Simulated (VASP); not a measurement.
Computed with PBEsol GGA, VASP's PBE PAW potentials (set 64) (plane waves; VASP).

VASP ran on this input.

File POSCAR:
```
Pd2Rh2
1
    0.0246101596     3.8071605647     3.8071604682
    3.8317711181    -0.0000003940     3.8317710128
    1.9158853621     1.9158853621    -0.0000000000
Rh Pd
2 2
Direct
  1.0000000000   0.0000000000   1.0000000000
  1.0000000000   0.5000000000   1.0000000000
  0.5000000000   1.0000000000   0.0000000000
  0.5000000000   0.5000000000   1.0000000000
```

INCAR:
```
ALGO  =  Normal
EDIFF  =  1E-7
ENCUT  =  400
GGA  =  PS
ISIF  =  2
ISMEAR  =  -5
LASPH  =  T
LCHARG  =  T
LEFG  =  T
LMAXMIX  =  4
LORBIT  =  11
LREAL  =  F
LWAVE  =  F
NEDOS  =  601
NELM  =  100
PREC  =  Accurate
SYSTEM  =  Pd2Rh2
```

KPOINTS:
```
Automatic mesh
0
Gamma
8 8 15
0 0 0
```

POTCAR, in this order: Rh_pv Pd (PBE.64 set). Program: vasp_std.

The resulting files:

### OSZICAR
```
       N       E                     dE             d eps       ncg     rms          rms(c)
DAV:   1     0.426060822987E+03    0.42606E+03   -0.25276E+04 31872   0.147E+03
DAV:   2    -0.176925929600E+02   -0.44375E+03   -0.42924E+03 31968   0.441E+02
DAV:   3    -0.298236492789E+02   -0.12131E+02   -0.11803E+02 30880   0.802E+01
DAV:   4    -0.299483250211E+02   -0.12468E+00   -0.12454E+00 30550   0.800E+00
DAV:   5    -0.299505220289E+02   -0.21970E-02   -0.22002E-02 31500   0.111E+00    0.206E+01
DAV:   6    -0.279734519895E+02    0.19771E+01   -0.66601E+00 29070   0.202E+01    0.791E+00
DAV:   7    -0.279016629419E+02    0.71789E-01   -0.16809E-01 30894   0.329E+00    0.406E+00
DAV:   8    -0.279336971457E+02   -0.32034E-01   -0.27791E-01 31030   0.555E+00    0.278E+00
DAV:   9    -0.278703923292E+02    0.63305E-01   -0.14008E-01 30986   0.435E+00    0.306E-01
DAV:  10    -0.278705816905E+02   -0.18936E-03   -0.34952E-03 29058   0.419E-01    0.524E-02
DAV:  11    -0.278706258827E+02   -0.44192E-04   -0.11584E-04 32712   0.943E-02    0.288E-02
DAV:  12    -0.278706039425E+02    0.21940E-04   -0.19333E-05 29878   0.384E-02    0.867E-03
DAV:  13    -0.278706042989E+02   -0.35631E-06    0.11966E-07 29648   0.568E-03    0.827E-03
DAV:  14    -0.278706064297E+02   -0.21308E-05   -0.86270E-06 24634   0.603E-03    0.644E-03
DAV:  15    -0.278706072684E+02   -0.83872E-06   -0.67025E-08 14574   0.275E-03    0.535E-03
DAV:  16    -0.278706070662E+02    0.20217E-06   -0.94687E-08 14586   0.267E-03    0.298E-03
DAV:  17    -0.278706069668E+02    0.99424E-07   -0.12689E-08 14532   0.783E-04
   1 F= -.27870607E+02 E0= -.27870607E+02  d E =0.000000E+00
```

OUTCAR:
```
------------------------ aborting loop because EDIFF is reached ----------------------------------------
  FORCE on cell =-STRESS in cart. coord.  units (eV):
  Direction    XX          YY          ZZ          XY          YZ          ZX
  --------------------------------------------------------------------------------------
  Total        0.1176092      0.1176092      0.0645626     -0.1611761      0.1962192     -0.1962192
  in kB        3.3818753      3.3818753      1.8565092     -4.6346500      5.6423211     -5.6423216
  external PRESSURE =       2.8734200 kB  Pullay stress =       0.0000000 kB
  volume of cell :       55.72
      direct lattice vectors                 reciprocal lattice vectors
     0.024610160  3.807160565  3.807160468    -0.131757316  0.131757316  0.131757333
     3.831771118 -0.000000394  3.831771013     0.130911071 -0.130911071  0.130064841
     1.915885362  1.915885362  0.000000000     0.261822194  0.260129703 -0.261822175
 POSITION                                       TOTAL-FORCE (eV/Angst)
 -----------------------------------------------------------------------------------
      0.00000      0.00000      0.00000        -0.000000      0.000000      0.000000
      1.91589     -0.00000      1.91589         0.000000     -0.000000     -0.000000
      0.01231      1.90358      1.90358        -0.000000      0.000000      0.000000
      1.92819      1.90358      3.81947         0.000000     -0.000000      0.000000
 -----------------------------------------------------------------------------------
    total drift:                               -0.000000     -0.000000      0.000000
  FREE ENERGIE OF THE ION-ELECTRON SYSTEM (eV)
  ---------------------------------------------------
  free  energy   TOTEN  =       -27.8706069668 eV

  energy  without entropy=      -27.8706069668  energy(sigma->0) =      -27.87060697

 total charge

# of ion       s       p       d       tot
------------------------------------------
    1        0.395   6.274   7.070  13.738
    2        0.395   6.274   7.070  13.738
    3        0.526   0.593   8.470   9.589
    4        0.526   0.593   8.470   9.589
--------------------------------------------------
tot          1.841  13.733  31.080  46.654
```
(Selected blocks of OUTCAR.)

**OUTCAR**
```
 val. band max:       11.2275835692   @ k =   0.1250  -0.0000   0.0000

 cond. band min:      10.9367885757   @ k =  -0.3750  -0.3750   0.1333


 Fermi energy:        11.1115080803

 k-point     1 :       0.0000    0.0000    0.0000
  band No.  band energies     occupation
      1     -35.5680      2.00000
      2     -35.2835      2.00000
      3     -35.2130      2.00000
      4     -35.1770      2.00000
      5     -35.0515      2.00000
      6     -35.0503      2.00000
      7       3.2397      2.00000
      8       4.9792      2.00000
      9       5.1185      2.00000
     10       5.1275      2.00000
     11       5.3214      2.00000
     12       7.7628      2.00000
     13       7.7632      2.00000
     14       7.8024      2.00000
     15       7.9916      2.00000
     16       8.0373      2.00000
     17       8.0379      2.00000
     18       8.0507      2.00000
     19       9.8777      2.00000
     20       9.8789      2.00000
     21      10.8820      2.00000
     22      11.2205      1.89561
     23      11.4539     -0.23602
     24      11.4542     -0.00122
     25      11.5088      0.00000
     26      11.7660      0.00000
     27      11.8398      0.00000
     28      11.8862      0.00000
     29      12.0068      0.00000
     30      14.2753      0.00000

 k-point     2 :       0.1250   -0.0000    0.0000
  band No.  band energies     occupation
      1     -35.5681      2.00000
      2     -35.2843      2.00000
      3     -35.2135      2.00000
      4     -35.1770      2.00000
      5     -35.0511      2.00000
      6     -35.0500      2.00000
      7       3.3950      2.00000
      8       5.0780      2.00000
      9       5.1629      2.00000
     10       5.2285      2.00000
     11       5.4105      2.00000
     12       7.8027      2.00000
     13       7.8032      2.00000
     14       7.8907      2.00000
     15       7.9036      2.00000
     16       7.9824      2.00000
     17       8.1018      2.00000
     18       8.1024      2.00000
...
```

For a metal the tetrahedron method with Blöchl corrections gives inexact stress and forces.

The structure was generated: Pd2Rh2 was put into an ordered model structure (R-3m), which need not be its known phase. It was relaxed first.
